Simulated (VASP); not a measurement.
Output of a VASP run:

### OUTCAR
```
 ion  position               nearest neighbor table
   1  0.500  0.000  0.000-   2 2.50  30 2.50  45 2.50  61 2.50
   2  0.625  0.125  0.125-   1 2.50   3 2.50   5 2.50  17 2.50
   3  0.750  0.250  0.000-   2 2.50   4 2.50  26 2.50  47 2.50
   4  0.875  0.375  0.125-   3 2.50  19 2.50  27 2.50  31 2.50
   5  0.750  0.000  0.250-   2 2.50   6 2.50  14 2.50  36 2.50
   6  0.875  0.125  0.375-   5 2.50  23 2.50  31 2.50  37 2.50
   7  0.000  0.000  0.000-   8 2.50  14 2.50  26 2.50  63 2.50
   8  0.125  0.125  0.125-   7 2.50   9 2.50  15 2.50  31 2.50
   9  0.250  0.250  0.000-   8 2.50  10 2.50  45 2.50  57 2.50
  10  0.375  0.375  0.125-   9 2.50  11 2.50  17 2.50  33 2.50
  11  0.500  0.500  0.000-  10 2.50  12 2.50  47 2.50  59 2.50
  12  0.625  0.625  0.125-  11 2.50  13 2.50  19 2.50  35 2.50
  13  0.750  0.750  0.000-  12 2.50  14 2.50  49 2.50  61 2.50
  14  0.875  0.875  0.125-   5 2.50   7 2.50  13 2.50  50 2.50
  15  0.250  0.000  0.250-   8 2.50  16 2.50  30 2.50  51 2.50
  16  0.375  0.125  0.375-  15 2.50  17 2.50  21 2.50  39 2.50
  17  0.500  0.250  0.250-   2 2.50  10 2.50  16 2.50  18 2.56
  18  0.625  0.379  0.379-  64 2.47  19 2.50  23 2.51  17 2.56
  19  0.750  0.500  0.250-  18 2.50  12 2.50   4 2.50  20 2.50
  20  0.875  0.625  0.375-  19 2.50  42 2.50  50 2.50  52 2.50
  21  0.500  0.000  0.500-  16 2.50  22 2.50  36 2.50  55 2.50
  22  0.625  0.125  0.625-  21 2.50  23 2.50  25 2.50  46 2.50
  23  0.750  0.250  0.500-   6 2.50  22 2.50  24 2.50  18 2.51
  24  0.875  0.375  0.625-  23 2.50  48 2.50  52 2.50  56 2.50
  25  0.750  0.000  0.750-  22 2.50  26 2.50  43 2.50  61 2.50
  26  0.875  0.125  0.875-   3 2.50   7 2.50  25 2.50  56 2.50
  27  0.000  0.500  0.000-   4 2.50  28 2.50  49 2.50  57 2.50
  28  0.125  0.625  0.125-  27 2.50  29 2.50  33 2.50  50 2.50
  29  0.250  0.750  0.000-  28 2.50  30 2.50  59 2.50  63 2.50
  30  0.375  0.875  0.125-   1 2.50  15 2.50  29 2.50  35 2.50
  31  0.000  0.250  0.250-   4 2.50   6 2.50   8 2.50  32 2.50
  32  0.125  0.375  0.375-  31 2.50  33 2.50  39 2.50  52 2.50
  33  0.250  0.500  0.250-  10 2.50  28 2.50  32 2.50  34 2.52
  34  0.376  0.627  0.375-  35 2.49  54 2.50  33 2.52  64 2.54
  35  0.500  0.750  0.250-  34 2.49  30 2.50  12 2.50  36 2.50
  36  0.625  0.875  0.375-   5 2.50  21 2.50  35 2.50  42 2.50
  37  0.000  0.000  0.500-   6 2.50  38 2.50  43 2.50  51 2.50
  38  0.125  0.125  0.625-  37 2.50  39 2.50  44 2.50  56 2.50
  39  0.250  0.250  0.500-  16 2.50  32 2.50  38 2.50  40 2.55
  40  0.376  0.379  0.626-  64 2.44  58 2.47  46 2.52  39 2.55
  41  0.623  0.621  0.627-  64 2.47  48 2.48  60 2.50  42 2.55
  42  0.750  0.750  0.500-  20 2.50  36 2.50  43 2.50  41 2.55
  43  0.875  0.875  0.625-  25 2.50  37 2.50  42 2.50  62 2.50
  44  0.250  0.000  0.750-  38 2.50  45 2.50  55 2.50  63 2.50
  45  0.375  0.125  0.875-   1 2.50   9 2.50  44 2.50  46 2.50
  46  0.500  0.250  0.750-  22 2.50  45 2.50  47 2.50  40 2.52
  47  0.625  0.375  0.875-   3 2.50  11 2.50  46 2.50  48 2.50
  48  0.750  0.500  0.750-  41 2.48  24 2.50  47 2.50  49 2.50
  49  0.875  0.625  0.875-  13 2.50  27 2.50  48 2.50  62 2.50
  50  0.000  0.750  0.250-  14 2.50  20 2.50  28 2.50  51 2.50
  51  0.125  0.875  0.375-  15 2.50  37 2.50  50 2.50  54 2.50
  52  0.000  0.500  0.500-  20 2.50  24 2.50  32 2.50  53 2.50
  53  0.125  0.625  0.625-  52 2.50  54 2.50  58 2.50  62 2.50
  54  0.250  0.750  0.500-  34 2.50  51 2.50  53 2.50  55 2.50
  55  0.375  0.875  0.625-  21 2.50  44 2.50  54 2.50  60 2.50
  56  0.000  0.250  0.750-  24 2.50  26 2.50  38 2.50  57 2.50
  57  0.125  0.375  0.875-   9 2.50  27 2.50  56 2.50  58 2.50
  58  0.250  0.500  0.750-  40 2.47  53 2.50  57 2.50  59 2.50
  59  0.375  0.625  0.875-  11 2.50  29 2.50  58 2.50  60 2.50
  60  0.500  0.750  0.750-  55 2.50  59 2.50  61 2.50  41 2.50
  61  0.625  0.875  0.875-   1 2.50  13 2.50  25 2.50  60 2.50
  62  0.000  0.750  0.750-  43 2.50  49 2.50  53 2.50  63 2.50
  63  0.125  0.875  0.875-   7 2.50  29 2.50  44 2.50  62 2.50
  64  0.500  0.498  0.503-  40 2.44  18 2.47  41 2.47  34 2.54
 Subroutine IBZKPT returns following result:
 Found      1 irreducible k-points:

 Following reciprocal coordinates:
            Coordinates               Weight
  0.000000  0.000000  0.000000      1.000000
   k-points           NKPTS =      1   k-points in BZ     NKDIM =      1   number of bands    NBANDS=    164
   number of dos      NEDOS =    301   number of ions     NIONS =     64
   total plane-waves  NPLWV = 216000
   dimension x,y,z NGX =    60 NGY =   60 NGZ =   60
   dimension x,y,z NGXF=   120 NGYF=  120 NGZF=  120
   ions per type =              63   1
   PREC   = normal    normal or accurate (medium, high low for compatibility)
   ISTART =      0    job   : 0-new  1-cont  2-samecut
   ICHARG =      2    charge: 1-file 2-atom 10-const
...
```

### OSZICAR
```
...
RMM:   3    -0.281748179251E+03   -0.34136E-04   -0.35558E-04   358   0.461E-02    0.219E-02
RMM:   4    -0.281748177311E+03    0.19397E-05   -0.57457E-05   242   0.301E-02
   4 F= -.28174818E+03 E0= -.28174818E+03  d E =-.920699E-01
       N       E                     dE             d eps       ncg     rms          rms(c)
DAV:   1    -0.281761533078E+03   -0.13354E-01   -0.85207E-01   336   0.161E+00    0.209E-01
RMM:   2    -0.281763487909E+03   -0.19548E-02   -0.25712E-02   364   0.426E-01    0.109E-01
RMM:   3    -0.281764145551E+03   -0.65764E-03   -0.84557E-03   410   0.267E-01    0.128E-01
RMM:   4    -0.281764119232E+03    0.26319E-04   -0.21297E-03   384   0.110E-01    0.482E-02
RMM:   5    -0.281764115344E+03    0.38885E-05   -0.21672E-04   300   0.293E-02    0.247E-02
RMM:   6    -0.281764117549E+03   -0.22055E-05   -0.67526E-05   262   0.189E-02
   5 F= -.28176412E+03 E0= -.28176412E+03  d E =-.159402E-01
       N       E                     dE             d eps       ncg     rms          rms(c)
DAV:   1    -0.281766693193E+03   -0.25778E-02   -0.87180E-01   336   0.163E+00    0.217E-01
RMM:   2    -0.281768817087E+03   -0.21239E-02   -0.27792E-02   361   0.436E-01    0.118E-01
RMM:   3    -0.281769347509E+03   -0.53042E-03   -0.78650E-03   406   0.278E-01    0.127E-01
RMM:   4    -0.281769361589E+03   -0.14079E-04   -0.24210E-03   391   0.110E-01    0.482E-02
RMM:   5    -0.281769360938E+03    0.65088E-06   -0.26879E-04   309   0.318E-02    0.220E-02
RMM:   6    -0.281769364601E+03   -0.36631E-05   -0.64282E-05   256   0.193E-02
   6 F= -.28176936E+03 E0= -.28176936E+03  d E =-.211873E-01
       N       E                     dE             d eps       ncg     rms          rms(c)
DAV:   1    -0.281773153848E+03   -0.37929E-02   -0.17369E-01   368   0.799E-01    0.129E-01
RMM:   2    -0.281773880197E+03   -0.72635E-03   -0.94214E-03   362   0.218E-01    0.445E-02
RMM:   3    -0.281774095252E+03   -0.21505E-03   -0.21496E-03   434   0.103E-01    0.261E-02
RMM:   4    -0.281774111545E+03   -0.16293E-04   -0.18309E-04   308   0.289E-02    0.150E-02
RMM:   5    -0.281774111733E+03   -0.18842E-06   -0.37710E-05   222   0.221E-02
   7 F= -.28177411E+03 E0= -.28177411E+03  d E =-.474713E-02
       N       E                     dE             d eps       ncg     rms          rms(c)
DAV:   1    -0.281774429621E+03   -0.31808E-03   -0.48898E-02   368   0.431E-01    0.724E-02
RMM:   2    -0.281774646277E+03   -0.21666E-03   -0.28701E-03   366   0.126E-01    0.274E-02
RMM:   3    -0.281774717520E+03   -0.71243E-04   -0.68499E-04   386   0.763E-02    0.392E-02
RMM:   4    -0.281774709418E+03    0.81018E-05   -0.17074E-04   290   0.402E-02    0.130E-02
RMM:   5    -0.281774711726E+03   -0.23083E-05   -0.39641E-05   216   0.156E-02
   8 F= -.28177471E+03 E0= -.28177471E+03  d E =-.534713E-02
       N       E                     dE             d eps       ncg     rms          rms(c)
DAV:   1    -0.281775865305E+03   -0.11559E-02   -0.98143E-02   352   0.595E-01    0.913E-02
RMM:   2    -0.281776268864E+03   -0.40356E-03   -0.49015E-03   371   0.169E-01    0.411E-02
RMM:   3    -0.281776382088E+03   -0.11322E-03   -0.12253E-03   418   0.926E-02    0.383E-02
RMM:   4    -0.281776368726E+03    0.13362E-04   -0.15452E-04   280   0.421E-02    0.174E-02
RMM:   5    -0.281776369663E+03   -0.93716E-06   -0.48521E-05   232   0.187E-02
   9 F= -.28177637E+03 E0= -.28177637E+03  d E =-.165794E-02
```

### OUTCAR
```
------------------------ aborting loop because EDIFF is reached ----------------------------------------
  FORCE on cell =-STRESS in cart. coord.  units (eV):
  Direction    XX          YY          ZZ          XY          YZ          ZX
  --------------------------------------------------------------------------------------
  Total        2.2185153      2.2217230      2.2036287      0.0081305     -0.0205715      0.0193127
  in kB        2.2964990      2.2998194      2.2810891      0.0084163     -0.0212946      0.0199916
  external PRESSURE =       2.2924692 kB  Pullay stress =       0.0000000 kB
  volume of cell :     1547.77
      direct lattice vectors                 reciprocal lattice vectors
    11.567395522  0.000000000  0.000000000     0.086449884  0.000000000  0.000000000
     0.000000000 11.567395522  0.000000000     0.000000000  0.086449884  0.000000000
     0.000000000  0.000000000 11.567395522     0.000000000  0.000000000  0.086449884
 POSITION                                       TOTAL-FORCE (eV/Angst)
 -----------------------------------------------------------------------------------
      5.78436      0.00151      0.00163        -0.003210     -0.004813     -0.000003
      7.24581      1.45118      1.45485         0.003082     -0.001159     -0.006998
      8.67603      2.88908     11.56291        -0.004561      0.005953      0.001100
     10.11709      4.31968      1.45203        -0.000928      0.004519      0.000102
      8.67591     11.55917      2.89295        -0.006565     -0.002087      0.011846
     10.11684      1.45100      4.32037         0.001762      0.003345      0.004331
     11.56739     11.56724     11.56710         0.001516      0.001850      0.003023
      1.44250      1.44222      1.44260         0.002264      0.004984      0.003438
      2.89315      2.89194      0.01033         0.002910      0.004049     -0.003621
      4.34573      4.34411      1.45232         0.004275      0.012045      0.001456
      5.78339      5.78342      0.00098         0.002257      0.000233     -0.009880
      7.22358      7.22338      1.44912        -0.004282     -0.001414      0.005873
      8.67578      8.67679      0.00741        -0.008049     -0.006509      0.001390
     10.12495     10.12558      1.44237        -0.002030     -0.005141      0.002784
      2.89383      0.01167      2.89375         0.002410     -0.004332      0.004977
      4.34639      1.45465      4.34570         0.002545      0.001583      0.007641
      5.78743      2.91200      2.91121         0.007045      0.000566      0.002980
      7.17784      4.39925      4.39666        -0.009944     -0.014312     -0.007241
      8.66169      5.78540      2.90778        -0.003321     -0.002044     -0.002896
     10.11702      7.22471      4.34554        -0.001765     -0.005327      0.005864
      5.78392      0.00112      5.78317        -0.000138     -0.007364     -0.000148
      7.22256      1.45068      7.22230        -0.004868      0.011746     -0.001597
      8.66101      2.90870      5.78495        -0.001491     -0.000197     -0.007629
     10.12001      4.34256      7.22411         0.000583      0.007178      0.003183
      8.67500      0.00837      8.67479        -0.008037      0.003207     -0.006965
     10.12484      1.44149     10.12494        -0.004472      0.006266      0.000166
     11.56698      5.78416      0.00238        -0.000940     -0.005120     -0.001903
      1.45005      7.24694      1.45268        -0.000040      0.002956     -0.000606
      2.88957      8.67832     11.56305         0.010950     -0.008071      0.003991
      4.32035     10.11930      1.45175         0.003756     -0.004543      0.005920
      0.00931      2.89239      2.89276        -0.003174      0.001565      0.005002
      1.45191      4.34479      4.34417         0.003556      0.011953      0.008357
      2.90933      5.78586      2.90836         0.000934      0.003893     -0.000233
      4.39329      7.17794      4.39267        -0.012556     -0.000661     -0.005257
      5.78461      8.66113      2.90747        -0.003911     -0.000172     -0.004174
      7.22437     10.11623      4.34619        -0.008695     -0.006322      0.007476
     11.56635     11.56737      5.78435         0.002007     -0.000763     -0.009487
      1.45128      1.44955      7.24592        -0.002633      0.002301      0.004252
      2.90756      2.90944      5.78664         0.007250      0.004857      0.008610
      4.38437      4.39304      7.18922         0.005782     -0.012713     -0.013776
      7.17642      7.17243      7.18683         0.005671      0.016931     -0.013158
      8.65807      8.65699      5.78839        -0.010259     -0.004628     -0.000409
     10.11463     10.11682      7.24613         0.002984      0.003562      0.003908
      2.89126     11.56023      8.67594         0.011520     -0.004932     -0.007017
      4.31990      1.44949     10.11809         0.000976      0.003844      0.004695
      5.78391      2.90615      8.66359        -0.007447      0.002325     -0.004776
      7.22435      4.34163     10.12037         0.001617      0.003534      0.003355
      8.66380      5.78042      8.66520         0.002402     -0.000100     -0.001095
     10.11859      7.24786     10.11825        -0.002754      0.000923      0.000580
     11.55943      8.67693      2.89263         0.002311     -0.002308      0.011136
      1.45093     10.11913      4.31997         0.000519     -0.002032      0.003313
      0.00026      5.78364      5.78285        -0.000617     -0.002044      0.002462
      1.44785      7.22490      7.22233         0.003685     -0.000275      0.000782
      2.90736      8.66182      5.78408        -0.001147     -0.000244     -0.005384
      4.34450     10.11874      7.22350         0.006794     -0.005482     -0.002544
     11.56160      2.88933      8.67659        -0.000015      0.007425     -0.008238
...
```
(Selected blocks of OUTCAR.)

POSCAR:
```
CuGe63
1
   11.5673955220     0.0000000000     0.0000000000
    0.0000000000    11.5673955220    -0.0000000000
   -0.0000000000    -0.0000000000    11.5673955220
Ge Cu
63 1
Direct
  0.5000000000   0.0000000000   0.0000000000
  0.6250000000   0.1250000000   0.1250000000
  0.7500000000   0.2500000000   0.0000000000
  0.8750000000   0.3750000000   0.1250000000
  0.7500000000   0.0000000000   0.2500000000
  0.8750000000   0.1250000000   0.3750000000
  0.0000000000   0.0000000000   0.0000000000
  0.1250000000   0.1250000000   0.1250000000
  0.2500000000   0.2500000000   0.0000000000
  0.3750000000   0.3750000000   0.1250000000
  0.5000000000   0.5000000000   0.0000000000
  0.6250000000   0.6250000000   0.1250000000
  0.7500000000   0.7500000000   0.0000000000
  0.8750000000   0.8750000000   0.1250000000
  0.2500000000   0.0000000000   0.2500000000
  0.3750000000   0.1250000000   0.3750000000
  0.5000000000   0.2500000000   0.2500000000
  0.6254120000   0.3791300000   0.3785110000
  0.7500000000   0.5000000000   0.2500000000
  0.8750000000   0.6250000000   0.3750000000
  0.5000000000   0.0000000000   0.5000000000
  0.6250000000   0.1250000000   0.6250000000
  0.7500000000   0.2500000000   0.5000000000
  0.8750000000   0.3750000000   0.6250000000
  0.7500000000   0.0000000000   0.7500000000
  0.8750000000   0.1250000000   0.8750000000
  0.0000000000   0.5000000000   0.0000000000
  0.1250000000   0.6250000000   0.1250000000
  0.2500000000   0.7500000000   0.0000000000
  0.3750000000   0.8750000000   0.1250000000
  0.0000000000   0.2500000000   0.2500000000
  0.1250000000   0.3750000000   0.3750000000
  0.2500000000   0.5000000000   0.2500000000
  0.3759350000   0.6266870000   0.3753570000
  0.5000000000   0.7500000000   0.2500000000
  0.6250000000   0.8750000000   0.3750000000
  0.0000000000   0.0000000000   0.5000000000
  0.1250000000   0.1250000000   0.6250000000
  0.2500000000   0.2500000000   0.5000000000
  0.3760730000   0.3791390000   0.6264630000
  0.6228970000   0.6213810000   0.6265360000
  0.7500000000   0.7500000000   0.5000000000
  0.8750000000   0.8750000000   0.6250000000
  0.2500000000   0.0000000000   0.7500000000
  0.3750000000   0.1250000000   0.8750000000
  0.5000000000   0.2500000000   0.7500000000
  0.6250000000   0.3750000000   0.8750000000
  0.7500000000   0.5000000000   0.7500000000
  0.8750000000   0.6250000000   0.8750000000
  0.0000000000   0.7500000000   0.2500000000
  0.1250000000   0.8750000000   0.3750000000
  0.0000000000   0.5000000000   0.5000000000
  0.1250000000   0.6250000000   0.6250000000
  0.2500000000   0.7500000000   0.5000000000
  0.3750000000   0.8750000000   0.6250000000
  0.0000000000   0.2500000000   0.7500000000
  0.1250000000   0.3750000000   0.8750000000
  0.2500000000   0.5000000000   0.7500000000
  0.3750000000   0.6250000000   0.8750000000
  0.5000000000   0.7500000000   0.7500000000
  0.6250000000   0.8750000000   0.8750000000
  0.0000000000   0.7500000000   0.7500000000
  0.1250000000   0.8750000000   0.8750000000
  0.4995300000   0.4975650000   0.5034080000
```

Problem. Reconstruct the remaining input files.

Solution. One answer among several that fit: the input of the run itself, PBE GGA, plane waves, VASP's PBE PAW potentials (set 64).

**INCAR**
```
SYSTEM = CuGe63
PREC = Normal
ENCUT = 400
EDIFF = 1E-5
NELM = 100
ALGO = Fast
LREAL = Auto
LASPH = .TRUE.
ISMEAR = 0
SIGMA = 0.05
GGA = PE
LMAXMIX = 4
LWAVE = .TRUE.
LCHARG = .FALSE.
NELMIN = 4
ISYM = 0
NELECT = 262.0
IBRION = 2
ISIF = 2
NSW = 60
EDIFFG = -0.03
```

### KPOINTS
```
Automatic mesh
0
Gamma
1 1 1
0 0 0
```

POTCAR, in this order: Ge Cu (PBE.64 set). Program: vasp_gam.

The cell is charged, with a uniform compensating background. The supercell is sampled at Γ alone, which is coarse: total energies, pressure and levels can be off, energies of defects by several tenths of an eV.

The cell is a supercell with a defect, built from Ge (diamond): Cu_Ge, charge +1. The run is not spin-polarised, so no state with unpaired spins was tried.
